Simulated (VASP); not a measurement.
Cs2AgBiBr6, 10 atoms in the cell. Symmetry: Fm-3m, No. 225, cubic system. The conventional cell has a = 11.036 Å, b = 11.036 Å, c = 11.036 Å, α = 90.00°, β = 90.00°, γ = 90.00°. Around Cs (site symmetry -43m) lie 12 Br at 3.90 Å. Ag (site symmetry m-3m) has 6 Br at 2.71 Å as nearest neighbours. Bi (site symmetry m-3m) is surrounded by 6 Br at 2.80 Å. Br (site symmetry 4mm) has 1 Ag at 2.71 Å and 1 Bi at 2.80 Å as nearest neighbours.  The cell isn't the ideal one: a relaxed cell with its volume scaled by 0.96.

```yaml
Program: VASP 6.6.1
Task: relaxation of the atoms
Functional: PBEsol
Potentials_or_basis: VASP PAW PBE potentials, release 64 (Cs_sv, Ag, Bi_d, Br)
Cutoff: 600 eV
k_mesh: 4 × 4 × 4
Occupations: gaussian, width 0.03 eV
Spin: no spin polarisation
Further_INCAR_settings: ALGO = Normal; EDIFF = 1e-07; IBRION = 2; EDIFFG = -0.01; NSW = 40
```

Potentials or basis: VASP PAW PBE potentials, release 64 (Cs_sv, Ag, Bi_d, Br).

Command:

```bash
$ cat potpaw_PBE.64/Cs_sv/POTCAR potpaw_PBE.64/Ag/POTCAR potpaw_PBE.64/Bi_d/POTCAR potpaw_PBE.64/Br/POTCAR > POTCAR
$ mpirun -np 2 vasp_std > vasp.out
```

Hardware: 2 MPI ranks on Intel(R) Xeon(R) 6975P-C (Granite Rapids) (shared host).

**Question.** How long does it take, and how much memory?

**Answer.** Run time: 2.2 min on 2 MPI ranks on Intel(R) Xeon(R) 6975P-C (Granite Rapids), on a shared host, peak memory 0.73 GiB a rank. Counts: scf iterations 27, k points 8, ion steps 3.
